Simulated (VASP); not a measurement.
Input:

```xyz
5
Lattice="-1.8234 1.8234 6.3251 1.8234 -1.8234 6.3251 1.8234 1.8234 -6.3251" Properties=species:S:1:pos:R:3 pbc="T T T"
K      0.0000     0.0000     0.0000
Fe     0.0000     1.8234     3.1625
Fe     1.8234     0.0000     3.1625
S      0.0000     0.0000     8.3205
S      0.0000     0.0000     4.3296
```

Level of theory: LDA (Ceperley-Alder, Perdew-Zunger), VASP's LDA PAW potentials (set 64) (plane waves; VASP 6.6.1). Settings: 300 eV cut-off, 7×7×7 Γ-centred mesh, Fermi-Dirac smearing of 0.14 eV, potentials K_sv Fe S.

At this cut-off the stress carries a Pulay error, which pulls relaxed volumes low. Energy and stress use the plane-wave basis of the starting cell.

### Question
The ions, cell shape and volume are relaxed. Predict the relaxed structure.

### Answer

```xyz
5
Lattice="-1.7970 1.7970 6.1341 1.7970 -1.7970 6.1341 1.7970 1.7970 -6.1341" Properties=species:S:1:pos:R:3 pbc="T T T"
K      0.0000     0.0000     0.0000
Fe     0.0000     1.7970     3.0671
Fe     1.7970     0.0000     3.0671
S      0.0000     0.0000     8.0352
S      1.7970     1.7970    -1.9010
```
Space group I4/mmm (139), at a tolerance of 0.03 Å.

### Question
How do energy and volume change from the first to the last step?

### Answer
The energy (σ→0) changes by -14.2 meV/atom and the volume by -5.8 %, in 16 ionic steps.

The structure comes from a computed database's Fe2KS2 entry; how it stands against other phases isn't given here. This run relaxes it. Symmetry was kept, so distortions that lower it aren't found. The k-mesh is coarse (spacing up to 0.35 per Å, 2π included), so the numbers may not be converged in it. The run is one of a series of settings (EDIFFG = -0.01, IBRION = 2, ISIF = 3, NSW = 50 against the base run), some of them coarse on purpose. The run is not spin-polarised, so no magnetic state was tried. The electron count is odd and the run is not spin-polarised, which forces a metal.
